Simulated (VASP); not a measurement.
Given:

```
Mg2Si
1.0
    0.00000     3.16246     3.16246
    3.16246     0.00000     3.16246
    3.16246     3.16246     0.00000
Mg Si
2 1
Direct
  0.25000   0.25000   0.25000
  0.75000   0.75000   0.75000
  0.00000   0.00000   0.00000
```

Computed with AM05 GGA, VASP's PBE PAW potentials (set 64) (plane waves; VASP). Run with 520 eV cut-off, Gaussian smearing of 0.050 eV, potentials Mg Si.

Question: Predict the band gap (along the path) with the smallest direct gap where there is one.

Answer: 
```
Quantity                               Result
------------------------------------  -------
band gap (along the path)             0.11 eV
smallest direct gap (along the path)  1.93 eV
```

The compound is Mg2Si in the antifluorite structure. It was relaxed first.
